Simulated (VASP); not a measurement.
# Be3B2C (P6/mmm) in VASP: further runs, part 2 of 2

VASP 6.6.1. Earlier steps stand in the parts before.

## (3) Relaxation of cell and atoms, PBE (random cell by space group and Wyckoff sites (P6/mmm, No. 191))

The input, INCAR:

```
SYSTEM = Be3B2C
PREC = Accurate ; ENCUT = 600
EDIFF = 1E-7 ; ISMEAR = 0
SIGMA = 0.1 ; LREAL = .FALSE.
LASPH = .TRUE. ; NELM = 100
ALGO = Fast ; ISIF = 3
LWAVE = .FALSE. ; LCHARG = .FALSE.
GGA = PE ; IBRION = 2
NSW = 100 ; EDIFFG = -0.01
```

The input, KPOINTS:

```
Automatic mesh
0
G
  12 12 8
  0 0 0
```

The input, POSCAR:

```
Be3B2C
1.0
    4.0868516923      0.0000000000      0.0000000000
   -2.0434258461      3.5393173870      0.0000000000
    0.0000000000      0.0000000000      4.4602983550
Be B C
3 2 1
Direct
    0.5000000000      0.0000000000      0.0000000000
    0.0000000000      0.5000000000      0.0000000000
    0.5000000000      0.5000000000      0.0000000000
    0.0000000000      0.0000000000      0.8176773573
    0.0000000000      0.0000000000      0.1823226427
    0.0000000000      0.0000000000      0.5000000000
```

Potentials or basis: VASP PAW PBE potentials, release 64 (Be, B, C).

Run with:

```
> cat potpaw_PBE.64/Be/POTCAR potpaw_PBE.64/B/POTCAR potpaw_PBE.64/C/POTCAR > POTCAR
> mpirun -np 1 vasp_std > vasp.out
```

OUTCAR:

```text
SYSTEM = Be3B2C
   PREC = Accurate
   ENCUT = 600
   EDIFF = 1E-7
   ISMEAR = 0
   LREAL = .FALSE.
   LASPH = .TRUE.
   NELM = 100
   ISIF = 3
   GGA = PE
   IBRION = 2
   NSW = 100
   EDIFFG = -0.01

 ion  position               nearest neighbor table
   1  0.500  0.000  0.000-   3 2.04   3 2.04   2 2.04   2 2.04   4 2.20   4 2.20   5 2.20   5 2.20

   2  0.000  0.500  0.000-   1 2.04   1 2.04   3 2.04   3 2.04   4 2.20   5 2.20   4 2.20   5 2.20

   3  0.500  0.500  0.000-   1 2.04   1 2.04   2 2.04   2 2.04   4 2.20   5 2.20   4 2.20   5 2.20

   4  0.000  0.000  0.818-   6 1.42   5 1.63   2 2.20   2 2.20   3 2.20   3 2.20   1 2.20   1 2.20

   5  0.000  0.000  0.182-   6 1.42   4 1.63   2 2.20   2 2.20   3 2.20   3 2.20   1 2.20   1 2.20

   6  0.000  0.000  0.500-   4 1.42   5 1.42

  LATTYP: Found a hexagonal cell.
 ALAT       =     4.0868516923
 C/A-ratio  =     1.0913775911

  Lattice vectors:

 A1 = (   4.0868516923,   0.0000000000,   0.0000000000)
 A2 = (  -2.0434258461,   3.5393173870,   0.0000000000)
 A3 = (   0.0000000000,   0.0000000000,   4.4602983550)

Analysis of symmetry for initial positions (statically):
=====================================================================
 Subroutine PRICEL returns:
 Original cell was already a primitive cell.

 Routine SETGRP: Setting up the symmetry group for a
 hexagonal supercell.

 Subroutine GETGRP returns: Found 24 space group operations
 (whereof 24 operations were pure point group operations)
 out of a pool of 24 trial point group operations.

The static configuration has the point symmetry D_6h.

Analysis of symmetry for dynamics (positions and initial velocities):
=====================================================================
 Subroutine PRICEL returns:
 Original cell was already a primitive cell.

 Routine SETGRP: Setting up the symmetry group for a
 hexagonal supercell.

 Subroutine GETGRP returns: Found 24 space group operations
 (whereof 24 operations were pure point group operations)
[... 155 lines left out ...]
 Free energy of the ion-electron system (eV)
  ---------------------------------------------------
  ext. energy  EPLUGINS =         0.00000000
  ---------------------------------------------------
  free energy    TOTEN  =       -29.78401464 eV

  energy without entropy =      -29.77741755  energy(sigma->0) =      -29.78071609

------------------------ aborting loop because EDIFF is reached ----------------------------------------

  FORCE on cell =-STRESS in cart. coord.  units (eV):
  Direction    XX          YY          ZZ          XY          YZ          ZX
  --------------------------------------------------------------------------------------
  -------------------------------------------------------------------------------------
  Total       -0.0304006     -0.0304006      0.1467118     -0.0000000      0.0000000      0.0000000
  in kB       -0.7549531     -0.7549531      3.6433713     -0.0000000      0.0000000      0.0000000
  external PRESSURE =       0.7111551 kB  Pullay stress =       0.0000000 kB
[... 107 lines left out ...]
--------------------------------------- Ionic step        4  -------------------------------------------

 number of electron      16.0000001 magnetization

 Free energy of the ion-electron system (eV)
  ---------------------------------------------------
  ext. energy  EPLUGINS =         0.00000000
  ---------------------------------------------------
  free energy    TOTEN  =       -29.78464813 eV

  energy without entropy =      -29.77807153  energy(sigma->0) =      -29.78135983

 E-fermi :   3.3381     XC(G=0):  -9.3518

 val. band max:        3.3314548242   @ k =   0.4167   0.0833   0.1250
 cond. band min:       3.3734993549   @ k =   0.1667   0.0833   0.2500
 fundamental gap:      0.0420445308
 Fermi energy:         3.3381398758

 k-point     1 :       0.0000    0.0000    0.0000
  band No.  band energies     occupation
      1     -10.0872      2.00000
      2      -6.2103      2.00000
      3      -4.7462      2.00000
      4      -1.8857      2.00000
      5      -1.8857      2.00000
      6       1.2632      2.00000
      7       1.9922      2.00000
      8       3.7602      0.00000
      9       4.4513      0.00000
     10       4.4513      0.00000
     11       6.5555      0.00000
     12       6.5555      0.00000
[... 331 lines left out ...]
 k-point    24 :       0.3333    0.0000    0.1250
  band No.  band energies     occupation
      1      -9.7085      2.00000
      2      -6.4330      2.00000
      3      -4.0766      2.00000
      4      -3.6289      2.00000
      5      -1.8941      2.00000
      6       0.5289      2.00000
      7       1.6501      2.00000
      8       3.5033      0.01953
      9       3.7856      0.00000
     10       5.9000      0.00000
     11       6.5288      0.00000
     12       6.7559      0.00000

 [... further k-points ...]

------------------------ aborting loop because EDIFF is reached ----------------------------------------

  FORCE on cell =-STRESS in cart. coord.  units (eV):
  Direction    XX          YY          ZZ          XY          YZ          ZX
  --------------------------------------------------------------------------------------
  -------------------------------------------------------------------------------------
  Total       -0.0010597     -0.0010597      0.0307334     -0.0000000      0.0000000     -0.0000000
  in kB       -0.0263281     -0.0263281      0.7635917     -0.0000000      0.0000000     -0.0000000
  external PRESSURE =       0.2369785 kB  Pullay stress =       0.0000000 kB
[... 21 lines left out ...]
  FREE ENERGIE OF THE ION-ELECTRON SYSTEM (eV)
  ---------------------------------------------------
  free  energy   TOTEN  =       -29.7846481254 eV

  energy  without entropy=      -29.7780715280  energy(sigma->0) =      -29.78135983

 reached required accuracy - stopping structural energy minimisation
```

OSZICAR:

```text
N       E                     dE             d eps       ncg     rms          rms(c)
DAV:   1     0.349078546014E+02    0.34908E+02   -0.71520E+03  2280   0.126E+03
DAV:   2    -0.277501154220E+02   -0.62658E+02   -0.57296E+02  3044   0.202E+02
DAV:   3    -0.318984651649E+02   -0.41483E+01   -0.39896E+01  3080   0.515E+01
[... 36 lines left out ...]
RMM:   2    -0.297846483103E+02    0.53652E-05   -0.10677E-05  2280   0.261E-02    0.786E-03
RMM:   3    -0.297846478154E+02    0.49492E-06   -0.80291E-06  2283   0.181E-02    0.242E-03
RMM:   4    -0.297846479501E+02   -0.13469E-06   -0.83327E-07  2224   0.907E-03    0.144E-03
RMM:   5    -0.297846481729E+02   -0.22283E-06   -0.41846E-07  2079   0.455E-03    0.607E-04
RMM:   6    -0.297846481254E+02    0.47511E-07   -0.77686E-08  1382   0.204E-03
   4 F= -.29784648E+02 E0= -.29781360E+02  d E =-.134888E-04
```

It took 2.7 min on 1 thread of AMD EPYC 9R45 (Zen 5), shared host; peak memory 0.25 GiB.

What came out:

| Property | Result |
| --- | --- |
| Free energy | -29.7846 eV |
| Relaxed volume | 10.75 Å³/atom |
| Relaxed cell | a = 4.086 Å, b = 4.086 Å, c = 4.459 Å, α = 90.00°, β = 90.00°, γ = 120.00° |
| Space group after relaxing (to 0.05 Å) | P6/mmm (No. 191) |
| Energy gained by relaxing | 0.1 meV/atom |
| Ionic steps | 4 |
| Pressure after relaxing | 0.0 GPa |
| Band gap on the k mesh | none (metal or under the smearing width) |

Forces on the atoms (eV/Å):
```
Be   0.000  0.000  0.000
Be   0.000  0.000  0.000
Be   0.000  0.000  0.000
B    0.000  0.000 -0.002
B    0.000  0.000  0.002
C    0.000  0.000  0.000
```

Step by step:
```
step  energy change (eV)  largest force (eV/Å)  pressure (GPa)  volume (Å³)
   1              0.0000                0.2202            0.07        64.52
   2              0.0047                0.6343           -0.49        64.56
   3             -0.0006                0.0036           -0.08        64.53
   4             -0.0006                0.0023            0.02        64.49
```

Final structure:
```xyz
6
Lattice="4.0862 0.0000 0.0000 -2.0431 3.5388 0.0000 0.0000 0.0000 4.4594" Properties=species:S:1:pos:R:3 pbc="T T T"
Be    0.0000    3.5388    4.4594
Be    3.0647    1.7694    4.4594
Be    1.0216    1.7694    4.4594
B     0.0000    0.0000    3.6493
B     0.0000    0.0000    0.8101
C     2.0431    3.5388    2.2297
```

## (4) Single point, PBE (random cell by space group and Wyckoff sites (P6/mmm, No. 191))

The input, INCAR:

```
SYSTEM = Be3B2C
ALGO = Normal ; EDIFF = 1E-6
ENCUT = 520 ; GGA = PE
ISIF = 2 ; ISMEAR = 0
LASPH = .TRUE. ; LCHARG = .TRUE.
LELF = .TRUE. ; LREAL = .FALSE.
LVHAR = .TRUE. ; LWAVE = .FALSE.
NBANDS = 17 ; NELM = 100
PREC = Accurate ; SIGMA = 0.1
```

The input, KPOINTS:

```
k-points
0
G
  6 6 4
  0 0 0
```

POSCAR: that of step 3 with these lines changed.

```diff
@@ -2,4 +2,4 @@
 1.0
-    4.0868516923      0.0000000000      0.0000000000
-   -2.0434258461      3.5393173870      0.0000000000
+    4.0868516923      0.0000000039      0.0000000000
+   -2.0434258495      3.5393173851      0.0000000000
     0.0000000000      0.0000000000      4.4602983550
```

Run with:

```
> cat potpaw_PBE.64/Be/POTCAR potpaw_PBE.64/B/POTCAR potpaw_PBE.64/C/POTCAR > POTCAR
> mpirun -np 1 vasp_std > vasp.out
```

Wall time 15 s (1 thread of AMD EPYC 9R45 (Zen 5), shared host); peak memory 0.14 GiB.

The run converged. Its results:

```yaml
Free_energy: -29.8364 eV
Pressure: 0.1 GPa
Largest_force: 0.012 eV/Å
Band_gap_on_the_k_mesh: none (metal or under the smearing width)
```

Forces on the atoms (eV/Å):
```
Be   0.000  0.000  0.000
Be   0.000  0.000  0.000
Be   0.000  0.000  0.000
B    0.000  0.000  0.012
B    0.000  0.000 -0.012
C    0.000  0.000  0.000
```

Stress tensor (GPa, compression positive):
```
 0.12  0.00  0.00
 0.00  0.12  0.00
 0.00  0.00 -0.08
```

Levels at points of the mesh, in eV from the Fermi level:
| k point | band 5 | band 6 | band 7 | band 8 | band 9 | band 10 | band 11 | band 12 |
| --- | --- | --- | --- | --- | --- | --- | --- | --- |
| (0.00, 0.00, 0.00) | -4.95 | -1.87 | -1.10 | 0.67 | 1.44 | 1.44 | 3.47 | 3.47 |
| (0.50, 0.00, 0.00) | -5.09 | -2.80 | -0.77 | -0.16 | 1.50 | 2.35 | 3.33 | 4.57 |
| (0.00, 0.00, 0.50) | -4.11 | -1.80 | -1.78 | -1.78 | -0.82 | -0.71 | 5.18 | 5.18 |
| (0.50, 0.00, 0.50) | -4.12 | -3.99 | -2.61 | -2.23 | 1.88 | 3.84 | 3.89 | 6.34 |

## (5) Relaxation of cell and atoms, PBE (random cell by space group and Wyckoff sites (P6/mmm, No. 191))

The input, INCAR:

```
PREC = Accurate
ENCUT = 600
EDIFF = 1E-6
ISMEAR = 0
SIGMA = 0.1
LREAL = F
LASPH = T
NELM = 60
ALGO = Normal
ISIF = 3
LWAVE = F
LCHARG = F
GGA = PE
IBRION = 2
NSW = 90
EDIFFG = -0.04
```

The input, KPOINTS:

```
Automatic mesh
0
Gamma
  6 6 4
```

The input, POSCAR:

```
Be3B2C
1.0
    3.0614053900      0.0000000000      0.0000000000
   -1.5307027000      2.6512548400      0.0000000000
    0.0000000000      0.0000000000      5.1207652400
Be B C
3 2 1
Direct
    0.5000000000      0.0000000000      0.0000000000
    0.0000000000      0.5000000000      0.0000000000
    0.5000000000      0.5000000000      0.0000000000
    0.0000000000      0.0000000000      0.8257851700
    0.0000000000      0.0000000000      0.1742148300
    0.0000000000      0.0000000000      0.5000000000
```

Run with:

```
> cat potpaw_PBE.64/Be/POTCAR potpaw_PBE.64/B/POTCAR potpaw_PBE.64/C/POTCAR > POTCAR
> mpirun -np 1 vasp_std > vasp.out
```

Wall time 66 s (1 thread of AMD EPYC 9R45 (Zen 5), shared host); peak memory 0.13 GiB.

It converged, with:

```
Free energy                            : -29.7926 eV
Relaxed volume                         : 10.67 Å³/atom
Relaxed cell                           : a = 4.071 Å, b = 4.071 Å, c = 4.461 Å, α = 90.00°, β = 90.00°, γ = 120.00°
Space group after relaxing (to 0.05 Å) : P6/mmm (No. 191)
Energy gained by relaxing              : 1803.3 meV/atom
Ionic steps                            : 15
Pressure after relaxing                : -0.1 GPa
Largest force after relaxing           : 0.034 eV/Å
Band gap on the k mesh                 : none (metal or under the smearing width)
```

Forces on the atoms (eV/Å):
```
Be   0.000  0.000  0.000
Be   0.000  0.000  0.000
Be   0.000  0.000  0.000
B    0.000  0.000 -0.034
B    0.000  0.000  0.034
C    0.000  0.000  0.000
```

Step by step:
| step | energy change (eV) | largest force (eV/Å) | pressure (GPa) | volume (Å³) |
| --- | --- | --- | --- | --- |
| 1 | 0.0000 | 5.3806 | 89.30 | 41.56 |
| 2 | -9.2527 | 4.9662 | 0.09 | 67.57 |
| 3 | -9.3965 | 3.1546 | 1.43 | 63.82 |
| 4 | -9.3944 | 3.5198 | 0.99 | 64.63 |
| 5 | -10.3803 | 0.4456 | -10.38 | 67.33 |
| 6 | -10.4031 | 1.3042 | -11.08 | 67.70 |
| 7 | -10.7188 | 2.5448 | 0.03 | 64.74 |
| 8 | -10.7635 | 1.9020 | -3.10 | 65.44 |
| 9 | -10.7460 | 2.3345 | 0.91 | 64.51 |
| 10 | -10.8153 | 0.0788 | -1.49 | 65.01 |
| 11 | -10.8186 | 0.0405 | -0.59 | 64.53 |
| 12 | -10.8191 | 0.0201 | -0.12 | 64.28 |
| 13 | -10.8196 | 0.0657 | -0.15 | 64.19 |
| 14 | -10.8197 | 0.1126 | -0.17 | 64.13 |
| 15 | -10.8200 | 0.0343 | -0.08 | 64.05 |

Final structure:
```
CELL_PARAMETERS angstrom
4.07137 0.00000 0.00000
-2.03568 3.52591 0.00000
0.00000 0.00000 4.46146
ATOMIC_POSITIONS crystal
Be 0.50000 0.00000 0.00000
Be 0.00000 0.50000 0.00000
Be 0.50000 0.50000 0.00000
B 0.00000 0.00000 0.81769
B 0.00000 0.00000 0.18231
C 0.00000 0.00000 0.50000
```

Levels at points of the mesh, in eV from the Fermi level:
```
           k point  band 6  band 7  band 8  band 9  band 10  band 11
(0.00, 0.00, 0.00)   -1.89   -1.07    0.64    1.44     1.44     3.46
(0.50, 0.00, 0.00)   -2.81   -0.81   -0.17    1.49     2.33     3.32
(0.00, 0.00, 0.50)   -1.82   -1.77   -1.77   -0.85    -0.67     5.24
(0.50, 0.00, 0.50)   -4.03   -2.62   -2.24    1.87     3.85     3.93
```

Caveat: the k mesh is coarse (spacing up to 0.39 Å⁻¹), so the values aren't converged; the volume moved by over 15 % at a fixed basis, so the end points are rough.

## (6) Overview

| task | cell | k mesh | cutoff (eV) | mesh quality | gap on the mesh (eV) | pressure (GPa) | relaxed volume (Å³/atom) | largest force (eV/Å) |
| --- | --- | --- | --- | --- | --- | --- | --- | --- |
| single point | random cell by space group and Wyckoff sites (P6/mmm, No. 191) | 12 × 12 × 8 | 520 | not flagged | none | 0.0 | - | 0.01 |
| relaxation of cell and atoms | relaxed from: random cell by space group and Wyckoff sites (P6/mmm, No. 191) | 12 × 12 × 8 | 600 | not flagged | none | 0.0 | 10.75 | - |
| single point | random cell by space group and Wyckoff sites (P6/mmm, No. 191) | 6 × 6 × 4 | 520 | not flagged | none | 0.1 | - | 0.01 |
| relaxation of cell and atoms | relaxed from: random cell by space group and Wyckoff sites (P6/mmm, No. 191) | 6 × 6 × 4 | 600 | coarse | none | -0.1 | 10.67 | 0.03 |

Some of these runs hold the atoms at other places in the same cell, which the table doesn't show; runs alike in all that it shows share one row.

Alike in all rows: level PBE; potentials or basis VASP PAW PBE potentials, release 64 (Be, B, C); no spin polarisation; smearing gaussian 0.1 eV.

Caveats: some runs use coarse meshes; the volume moved by over 15 % at a fixed basis, so the end points are rough (some runs).

Absolute energies hang on the potentials; compare differences alone.
